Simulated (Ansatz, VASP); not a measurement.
**Cross-check of SiBi between VASP and Ansatz**

One calculation is typed for both programs; each brings its own data sets. How far apart do they land? The cell is generated by rule, not measured, and may not be a known phase. Of the first pair: The structure shown is the end of the Ansatz relaxation below.

Main program and level: Ansatz 0.2.0; plane waves, with VASP 6.6.1 beside it; single point at PBE with D4, relaxation of cell and atoms at PBE with D4 and zone-centre phonons at PBE with D4.

### Step 1. The starting structure

The structure is cubic, space group Fm-3m (No. 225). Conventional cell: a = 5.736 Å, b = 5.736 Å, c = 5.736 Å, α = 90.00°, β = 90.00°, γ = 90.00°. Nearest to Si lie 6 Bi at 2.87 Å. Nearest to Bi lie 6 Si at 2.87 Å. Farther neighbours are not listed.

### Step 2. Ansatz: relaxation, PBE with D4

Ansatz runs on its default PAW (the set named soft_2) files.

This run makes the geometry at which the two programs are then compared.

Input file input.yaml:

```yaml
crystal:
  lattice:
    - [2.0279794221, 1.1708528561, 3.3122859813]
    - [-2.0279794221, 1.1708528561, 3.3122859813]
    - [0.0, -2.3417105396, 3.3122842749]
  atoms:
    - { symbol: Si, position: [0.0, 0.0, 0.0] }
    - { symbol: Bi, position: [0.5, 0.5, 0.5] }
kpoints:
  mp_grid: { grid: [12, 12, 12] }
hamiltonian:
  xc: pbe
  dispersion: d4
scf:
  occupations: { method: methfessel_paxton, width: 0.15 }
output:
  forces: true
  stress: true
  eigenvalues: true
relax:
  adjacent_minimum: "off"
  f_tol: 0.001
  max_steps: 60
  cell: { stress_tol: 0.01, fix: [volume] }
```

Started as:

```bash
$ ansatz run input.yaml --threads 4 --pin off --max-ram 7168MiB --backend cpu --events-out ev --progress --plain --runs-dir out
```

Numbers of over 12 decimals in the logs are rounded to 6 here.

The log of the run:

```text
Engine: ansatz 0.2.0, x86_64-unknown-linux-gnu
Pseudopotentials: kind: paw
Pseudopotential: Si, paw, valence charge 4, recommended cutoff 420 eV (normal), Si.paw.azcp
Pseudopotential: Bi, paw, valence charge 15, recommended cutoff 420 eV (normal), Bi.paw.azcp
Functional definition: PBE
  parameter kappa = 0.804
  parameter beta = 0.066725
  exchange = pbe_x(kappa = kappa, mu = beta*pi^2/3)
  correlation = pbe_c(beta = beta)
Crystal: 2 atoms, lattice volume = 47.190 Å³
Basis set: ecut = 420 eV, 941 PW (Γ), exchange–correlation on 60×60×60 points (8 copies of the dense FFT grid, shifted against one another)
Bands: 14, of which v1, the nominal top of the filled ones, is band 10 counted from 1 (9 counted from 0)
Symmetry: 12 space group operations
Space group: R-3m (ITA 166), of the structure as read, at distance tolerance 3.6e-5 Å
k-points: 189 of 1728
Non-local potential: Si, projectors of the file, l = 0: 2, l = 1: 2, l = 2: 2
Non-local potential: Bi, projectors of the file, l = 0: 2, l = 1: 2, l = 2: 2, l = 3: 2
PAW form: soft (Blöchl's): semilocal exchange-correlation on the pseudo side does not see the compensation charge
PAW one-centre angular grid: Si, 110 points (default); XC on 64 Gauss nodes
PAW one-centre angular grid: Bi, 590 points (default); XC on 64 Gauss nodes
Initial density: superposition of atomic densities (neutral atoms: chi_scale 0, normalization atom), corrected by the library's trained network
Initial wavefunctions: pseudopotential atomic-orbital guess
Functional: x = pbe(κ = 0.804, μ = 0.219515), c = pbe(β = 0.066725)
SCF iter   1: F=—  HF=-13032.396378 eV  |F-HF|=—  |Δ(HF+E_count)|=         —  Δρ=1.00e-3  dr2=4.11e-4  ethr=1.77e-3  ⟨swp⟩=5.5  Hψ=14872  notcnv=0
preconditioner: auto → Kerker (q_TF=auto, 2.344 Å⁻¹)  [metal: Δε(μ)=0.015 eV  Ē_g=18.846 eV  σ=0.150 eV  W_gap=0.08  n_scr=14 (ndim 8)  ℏωp=23.6 eV  f_vac=0.000  D(μ)=1.07/eV (n_scr^D=8)]
SCF iter   2: F=—  HF=-13032.395753 eV  |F-HF|=—  |Δ(HF+E_count)|=   6.25e-4  S|Δr|=    0.00e0  Δρ=5.29e-4  dr2=1.32e-4  ethr=2.16e-6  ⟨swp⟩=2.2  Hψ=6004  notcnv=0
SCF iter   3: F=—  HF=-13032.395845 eV  |F-HF|=—  |Δ(HF+E_count)|=   9.24e-5  S|Δr|=    0.00e0  Δρ=2.35e-4  dr2=2.17e-5  ethr=6.92e-7  ⟨swp⟩=2.5  Hψ=4036  notcnv=0
SCF iter   4: F=—  HF=-13032.395873 eV  |F-HF|=—  |Δ(HF+E_count)|=   2.76e-5  S|Δr|=    0.00e0  Δρ=7.15e-5  dr2=2.94e-6  ethr=1.14e-7  ⟨swp⟩=2.0  Hψ=3346  notcnv=0
SCF iter   5: F=—  HF=-13032.395876 eV  |F-HF|=—  |Δ(HF+E_count)|=   2.73e-6  S|Δr|=    0.00e0  Δρ=1.99e-5  dr2=2.36e-7  ethr=1.54e-8  ⟨swp⟩=2.2  Hψ=3619  notcnv=0
SCF iter   6: F=-13032.395876 eV  HF=-13032.395876 eV  |F-HF|=1.59e-8  |Δ(HF+E_count)|=   9.14e-8  S|Δr|=    0.00e0  Δρ=5.64e-6  dr2=1.67e-8  ethr=5.26e-10  ⟨swp⟩=6.6  Hψ=12676  notcnv=0
SCF 1 converged in 6 iterations: F = -13032.395876 eV  dr2 = 1.67e-8
  greatest PAW one-centre occupation: 0.987 electrons in one spin orbital (limit 2), on the Bi atom at site 1 (counted from 0), in its partial waves of l = 2
relax step   1: F+E_penalty+E_count = -13032.39587568 eV  Δ(F+E_penalty+E_count) = +0.000e0 eV  max|allowed force component| = 1.684e-28 eV/Å  Δτ_max = 0.0000 Å  P = +2.238 GPa  Ω = 47.190 Å³  fix = [volume]  reactions: volume +2.238 GPa  (6 SCF iters, dr2 threshold 1.00e-7 eV, accepted)
Initial density: handed on by an earlier stage of this run
Initial wavefunctions: pseudopotential atomic-orbital guess (no wavefunctions were taken with the density)
iter 1 solved again at ethr=3.06e-7 eV; its pass at ethr=3.10e-3 eV (dr2=5.82e-5 eV) is discarded
SCF iter   1: F=—  HF=-13032.395869 eV  |F-HF|=—  |Δ(HF+E_count)|=         —  Δρ=6.36e-6  dr2=1.94e-8  ethr=3.06e-7  ⟨swp⟩=3.3  Hψ=22869  notcnv=0
eigensolver tolerance schedule: the retry pair's looser diagonalisation over-reported the residual by 3000.60 of it (diagonalisation noise at 0.42 of the residual, at the tolerance the schedule requests for it); recorded, not acted on — ethr = c·dr2/N_el stays at c = 1.0e-1
preconditioner: auto → Kerker (q_TF=auto, 2.344 Å⁻¹)  [metal: Δε(μ)=0.017 eV  Ē_g=18.855 eV  σ=0.150 eV  W_gap=0.10  n_scr=14 (ndim 8)  ℏωp=23.6 eV  f_vac=0.000  D(μ)=1.07/eV (n_scr^D=8)]
SCF iter   2: F=—  HF=-13032.395876 eV  |F-HF|=—  |Δ(HF+E_count)|=   6.38e-6  S|Δr|=    0.00e0  Δρ=2.55e-6  dr2=3.84e-9  ethr=1.02e-10  ⟨swp⟩=2.8  Hψ=5350  notcnv=0
SCF iter   3: F=—  HF=-13032.395876 eV  |F-HF|=—  |Δ(HF+E_count)|=  9.59e-10  S|Δr|=    0.00e0  Δρ=1.05e-6  dr2=7.47e-10  ethr=2.02e-11  ⟨swp⟩=2.0  Hψ=4449  notcnv=0
SCF iter   4: F=—  HF=-13032.395876 eV  |F-HF|=—  |Δ(HF+E_count)|=  1.60e-10  S|Δr|=    0.00e0  Δρ=2.36e-7  dr2=2.76e-11  ethr=3.93e-12  ⟨swp⟩=3.0  Hψ=4508  notcnv=0
SCF iter   5: F=—  HF=-13032.395876 eV  |F-HF|=—  |Δ(HF+E_count)|=  7.28e-12  S|Δr|=    0.00e0  Δρ=4.74e-8  dr2=9.82e-13  ethr=1.45e-13 (applied; sched 1.00e-12)  ⟨swp⟩=2.7  Hψ=4407  notcnv=0
SCF iter   6: F=-13032.395876 eV  HF=-13032.395876 eV  |F-HF|=5.46e-12  |Δ(HF+E_count)|=  3.64e-12  S|Δr|=    0.00e0  Δρ=1.53e-8  dr2=5.00e-14  ethr=1.00e-12  ⟨swp⟩=5.0  Hψ=8908  notcnv=0
SCF 2 converged in 6 iterations: F = -13032.395876 eV  dr2 = 5.00e-14
relax step   2: F+E_penalty+E_count = -13032.39587568 eV  Δ(F+E_penalty+E_count) = -7.447e-9 eV  max|allowed force component| = 3.353e-29 eV/Å  Δτ_max = 0.0000 Å  P = +2.238 GPa  Ω = 47.190 Å³  fix = [volume]  reactions: volume +2.238 GPa  stress off target by 1.46e-3 GPa on what of the cell is left free  SCF on the basis re-selected at this cell (its energy is not comparable with the rows above)  (6 SCF iters)
basis re-selected at this cell: Δ(F+E_penalty+E_count) = -7.447e-9 eV, ΔP = -0.000 GPa vs the last step (what re-selecting the basis moved, of the pressure what is left beyond the Pulay correction that the steps carried, after the strain that the cell walked since its last selection, with what the two solves' SCF thresholds leave and, on support functions, any second-order correction that the steps lacked; it is no m [...]
SCF converged after 6 iterations
Stability not checked: this state was not tested for a lower state beside it, because cold or Methfessel-Paxton smearing, or corrected tetrahedra, fill the levels in a way that the test cannot read (fill_not_monotonic; see scf.lower_state_search)
Free energy (F): -13032.395876 eV
Harris-Foulkes:  -13032.395876 eV  (|F-HF|=5.46e-12)
Internal energy: -13032.395082 eV  (E = F + TS)
E sigma→0 (E₀):  -13032.395677 eV
Entropy (-TS):   -0.000794 eV (-0.397 meV/atom)
Fermi energy:    10.734278 eV
--- Per-component energies (eV) ---
  E_band       = -73.077284
  E_kinetic    = 342.816394
  E_local      = -1531.818457  (includes V_loc(G=0)·N_el)
  E_nonlocal   = 586.489860
  E_hartree    = 504.770894
  E_xc         = -206.504455
  E_vxc        = -191.154137  (∫ρ·V_xc dr)
  E_paw        = -11176.206184  (= ΣΔE_a)
  E_vpaw       = -288.952310  (= ΣTr[D̂ρ^β])
  E_aug_tail   = -0.000427  (compensation charges beyond the density's cutoff)
  E_ewald      = -1550.981526
  E_disp       = -0.961181  (pairwise vdW)
  E_smearing   = -0.000794  (= −TS)
  E_closure    = 0.000000  (closes the sum)
  Σ components = -13032.395876   (vs F -13032.395876, Δ=0.00e0)
--- Forces (eV/Å), atoms counted from 1 ---
  atom   1  Si     0.00000000     0.00000000    -0.00000000
  atom   2  Bi     0.00000000     0.00000000    -0.00000000
  max |Σ_I F_I| component: 6.76e-29 eV/Å
--- Stress (GPa, compression-positive) ---
        2.238867      -0.000000       0.000000
       -0.000000       2.238867       0.000000
        0.000000       0.000000       2.236682
  P = ⅓ Tr σ = 2.2381 GPa (22.381 kbar)
--- Band table (eV; the first three rows and the last of 189) ---
  k-point 0: bands = [... 6 lower, 8.2411, 9.9936, 9.9962, 9.9962, 15.7586, 15.7586, 15.7594, 16.1516]
  k-point 1: bands = [... 6 lower, 7.5034, 10.0003, 10.0025, 10.5008, 15.2042, 15.2047, 15.2935, 16.1846]
  k-point 2: bands = [... 6 lower, 6.1935, 10.0314, 10.0334, 11.1216, 14.2171, 14.2172, 14.5277, 16.3743]
  k-point 188: bands = [... 6 lower, 1.9912, 10.7880, 10.7880, 11.2985, 11.2985, 12.0511, 12.2100, 20.0859]
--- Relaxed structure (1 steps of the walk, 1 accepted, 1 SCFs on fresh bases) ---
  F+E_penalty+E_count = -13032.39587568 eV   max|allowed force component| = 3.353e-29 eV/Å   (the final SCF, on the basis selected at the relaxed cell)
  cell:  # Å, volume = 47.1895 Å³
    - [2.027979, 1.170853, 3.312286]
    - [-2.027979, 1.170853, 3.312286]
    - [0.0, -2.341711, 3.312284]
  atoms:
    - { symbol: Si, position: [0.0, 0.0, 0.0] }
    - { symbol: Bi, position: [0.500000, 0.500000, 0.5] }
```

The column dr2 measures how far the density is from self-consistency, as an energy; F and HF (Harris–Foulkes) agree once it is small.

### Step 3. VASP: single point, PBE with D4

The same cell, functional, mesh and smearing now go to VASP, with its own data sets.

Lines of VASP's logs that name or quote its potential files are left out, and so is its time.

Input file INCAR:

```
SYSTEM = SiBi
PREC = Accurate
ENCUT = 500
EDIFF = 1E-06
NELM = 120
ISMEAR = 1
SIGMA = 0.15
LREAL = .FALSE.
ALGO = Normal
GGA = PE
IVDW = 13
NBANDS = 15
LORBIT = 11
LWAVE = .FALSE.
LCHARG = .FALSE.
ISIF = 2
LASPH = .TRUE.
GGA_COMPAT = .FALSE.
KPAR = 2
```

Input file POSCAR:

```
SiBi
1.0
    2.0279794221      1.1708528561      3.3122859813
   -2.0279794221      1.1708528561      3.3122859813
    0.0000000000     -2.3417105396      3.3122842749
Si Bi
1 1
Direct
    0.0000000000      0.0000000000      0.0000000000
    0.5000000000      0.5000000000      0.5000000000
```

Input file KPOINTS:

```
Automatic mesh
0
Gamma
12 12 12
0 0 0
```

The projector-augmented-wave data sets are Si and Bi_d (PBE family, release 64).

Started as:

```bash
$ mpirun -np 2 vasp_std
```

The log of the run:

```text
[banner, memory and clock lines left out]
running    2 mpi-ranks, on    1 nodes
 distrk:  each k-point on    1 cores,    2 groups
 distr:  one band on    1 cores,    1 groups

 POSCAR found type information on POSCAR SiBi
 POSCAR found :  2 types and       2 ions
 LDA part: xc-table for (Slater+PW92), standard interpolation
 POSCAR, INCAR and KPOINTS ok, starting setup
 FFT: planning ... GRIDC
 FFT: planning ... GRID_SOFT
 FFT: planning ... GRID
 WAVECAR not read
 entering main loop
       N       E                     dE             d eps       ncg     rms          rms(c)
DAV:   1     0.133339615532E+03    0.13334E+03   -0.94967E+03  5691   0.130E+03
DAV:   2    -0.231173477986E+00   -0.13357E+03   -0.13052E+03  6055   0.348E+02
DAV:   3    -0.824182452346E+01   -0.80107E+01   -0.79453E+01  7567   0.858E+01
DAV:   4    -0.842548880121E+01   -0.18366E+00   -0.18362E+00  7100   0.141E+01
DAV:   5    -0.843161731061E+01   -0.61285E-02   -0.61284E-02  8029   0.224E+00    0.213E+00
DAV:   6    -0.838321652095E+01    0.48401E-01   -0.11480E-01  7293   0.329E+00    0.122E+00
DAV:   7    -0.838157298211E+01    0.16435E-02   -0.31813E-02  7693   0.140E+00    0.469E-01
DAV:   8    -0.838179160490E+01   -0.21862E-03   -0.35319E-03  7301   0.595E-01    0.525E-02
DAV:   9    -0.838176305400E+01    0.28551E-04   -0.27356E-04  7385   0.182E-01    0.391E-02
DAV:  10    -0.838177084698E+01   -0.77930E-05   -0.42082E-05  6951   0.435E-02    0.174E-02
DAV:  11    -0.838177068346E+01    0.16352E-06   -0.76420E-06  7609   0.302E-02
   1 F= -.93425849E+01 E0= -.93423233E+01  d E =-.784627E-03
```

From OUTCAR (step 3):

```text
ion  position               nearest neighbor table
   1  0.000  0.000  0.000-   2 2.87   2 2.87   2 2.87   2 2.87   2 2.87   2 2.87
   2  0.500  0.500  0.500-   1 2.87   1 2.87   1 2.87   1 2.87   1 2.87   1 2.87

  LATTYP: Found a trigonal (rhomboedric) cell.
 ALAT       =     4.0564560110
 COS(alpha) =     0.5001225544

 Subroutine GETGRP returns: Found 12 space group operations
 (whereof 12 operations were pure point group operations)

The static configuration has the point symmetry D_3d.

 Found    189 irreducible k-points:

   k-points           NKPTS =    189   k-points in BZ     NKDIM =    189   number of bands    NBANDS=     15

   dimension x,y,z NGX =    30 NGY =   30 NGZ =   30
   dimension x,y,z NGXF=    60 NGYF=   60 NGZF=   60

   ENCUT  =  500.0 eV  36.75 Ry    6.06 a.u.   7.40  7.40  7.40*2*pi/ulx,y,z

   NELECT =      19.0000    total number of electrons

 k-points in reciprocal lattice and weights: Automatic mesh
   0.00000000  0.00000000  0.00000000       0.001
   0.08333333 -0.00000000  0.00000000       0.003
   0.16666667  0.00000000  0.00000000       0.003
   0.25000000 -0.00000000  0.00000000       0.003
   0.33333333  0.00000000 -0.00000000       0.003
   0.41666667 -0.00000000  0.00000000       0.003
   0.50000000 -0.00000000  0.00000000       0.002
   0.08333333  0.08333333  0.00000000       0.003
   0.16666667  0.08333333  0.00000000       0.007
[...]
-0.41666667  0.50000000  0.41666667       0.003
   0.50000000  0.50000000  0.50000000       0.001

 average (electrostatic) potential at core
       1 -81.7074       2-102.8662

 E-fermi :   8.0411

 k-point     1 :       0.0000    0.0000    0.0000
  band No.  band energies     occupation
    ...
      6      -5.5497      2.00000
      7       5.5346      2.00000
      8       7.3013      2.00000
      9       7.3039      2.00000
     10       7.3039      2.00000
     11      13.0650      0.00000
     12      13.0650      0.00000
     13      13.0658      0.00000
     14      13.4633      0.00000
     15      13.4656      0.00000

 k-point     2 :       0.0833   -0.0000    0.0000
  band No.  band energies     occupation
    ...
      6      -5.4623      2.00000
      7       4.8008      2.00000
      8       7.3079      2.00000
      9       7.3102      2.00000
     10       7.8048      2.04839
     11      12.5113      0.00000
     12      12.5117      0.00000
     13      12.6003      0.00000
     14      13.4949      0.00000
     15      13.6547      0.00000

 k-point     3 :       0.1667    0.0000    0.0000
  band No.  band energies     occupation
    ...
      5     -14.7148      2.00000
      6      -5.2027      2.00000
      7       3.4936      2.00000
      8       7.3391      2.00000
      9       7.3412      2.00000
     10       8.4236     -0.00185
     11      11.5245      0.00000
     12      11.5247      0.00000
     13      11.8335      0.00000
     14      13.6844      0.00000
    ...

  DFT-D4 for vdW energy calculation

  Edisp (eV):   -0.96081

  Total       0.65816     0.65816     0.65754     0.00000     0.00000     0.00000
  in kB      22.34577    22.34577    22.32470     0.00000     0.00000     0.00000
  external pressure =       22.34 kB  Pullay stress =        0.00 kB

  energy-cutoff  :      500.00
  volume of cell :       47.19
      direct lattice vectors                 reciprocal lattice vectors
     2.027979422  1.170852856  3.312285981     0.246550825  0.142346136  0.100635519
    -2.027979422  1.170852856  3.312285981    -0.246550825  0.142346136  0.100635519
     0.000000000 -2.341710540  3.312284275     0.000000000 -0.284692419  0.100635312

 POSITION                                       TOTAL-FORCE (eV/Angst)
 -----------------------------------------------------------------------------------
      0.00000      0.00000      0.00000         0.000000      0.000000      0.000000
      0.00000     -0.00000      4.96843         0.000000     -0.000000     -0.000000
 -----------------------------------------------------------------------------------
    total drift:                               -0.000000      0.000000      0.000000

  FREE ENERGIE OF THE ION-ELECTRON SYSTEM (eV)
  ---------------------------------------------------
  free  energy   TOTEN  =        -9.3425848691 eV

  energy  without entropy=       -9.3418002424  energy(sigma->0) =       -9.34232333

 total charge
# of ion       s       p       d       tot
------------------------------------------
    1        0.853   0.740   0.000   1.592
    2        1.503   1.412   9.949  12.865
--------------------------------------------------
tot          2.356   2.152   9.949  14.457

[... 3 further parts left out ...]
```

The run ends at a pressure of 2.23 GPa.

### Step 4. Differences

Known differences besides the potentials themselves: the cutoff is 420 eV in Ansatz and 500 eV in VASP; Ansatz's pressure holds a Pulay correction, VASP's none. Total energies have different zeros and are not compared.

The two programs side by side:

```csv
quantity,Ansatz,VASP,difference
pressure (GPa),2.24,2.23,0.00
```

[end of part 1 of 2]

[Lines on the potential files, build, host, timing and source positions are cut from VASP's logs without a mark.]

[Logs are printed without paths, hosts, clocks, repeated set-up lines and the standing remarks that a program may print on its own settings, such as how far it seeks lower states.]

[Hosts, paths, dates, database ids (printed as entryN), source tags and the programs' standing remarks are cut or masked in the printed files.]
